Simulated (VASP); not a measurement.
```
MoSi2
1.0
   -1.60138     1.60138     3.90792
    1.60138    -1.60138     3.90792
    1.60138     1.60138    -3.90792
Si Mo
2 1
Direct
  0.66471   0.66471   0.00000
  0.33529   0.33529   0.00000
  0.00000   0.00000   0.00000
```

Method: r2SCAN meta-GGA, VASP's PBE PAW potentials (set 64) (plane waves; VASP). Run with 480 eV cut-off, 12×12×12 Γ-centred mesh, first-order Methfessel-Paxton smearing of 0.10 eV, potentials Si Mo_sv.

Each row applies one change to this cell, which was relaxed at other settings and keeps the small stress of the first row; at a fixed cut-off the stress holds a Pulay part, so it need not integrate to ΔE exactly. Stress is in GPa, positive when the cell is compressed.

```tsv
change	ΔE (meV/atom)	σxx	σyy	σzz	largest shear component, with its sign (GPa)	largest force (eV/Å)
none	0.0	0.28	0.28	0.47	0.00	0.004
atom 1 (Si) moved by 0.050 Å along z	___	___	___	___	___	___
atom 3 (Mo) moved by 0.100 Å along z	___	___	___	___	___	___
isotropic strain of -4.0 %	158.0	34.17	34.17	40.17	0.00	0.371
atom 3 (Mo) moved by 0.100 Å along y	17.0	1.42	0.87	0.98	0.00	1.020
```

Problem. Complete the blanks.

Solution. 
- atom 3 (Mo) moved by 0.100 Å along z, ΔE (meV/atom): 23.1
- atom 3 (Mo) moved by 0.100 Å along z, σxx: 0.91
- atom 3 (Mo) moved by 0.100 Å along z, σyy: 0.91
- atom 3 (Mo) moved by 0.100 Å along z, σzz: 2.12
- atom 3 (Mo) moved by 0.100 Å along z, largest shear component, with its sign (GPa): 0.00
- atom 3 (Mo) moved by 0.100 Å along z, largest force (eV/Å): 1.392
- atom 1 (Si) moved by 0.050 Å along z, ΔE (meV/atom): 5.4
- atom 1 (Si) moved by 0.050 Å along z, σxx: -0.13
- atom 1 (Si) moved by 0.050 Å along z, σyy: -0.13
- atom 1 (Si) moved by 0.050 Å along z, σzz: 0.18
- atom 1 (Si) moved by 0.050 Å along z, largest shear component, with its sign (GPa): 0.00
- atom 1 (Si) moved by 0.050 Å along z, largest force (eV/Å): 0.651

Failed runs are left out, and for metals the shear rows, which the mesh's noise covers.

The compound is MoSi2 in the MoSi2 type structure.
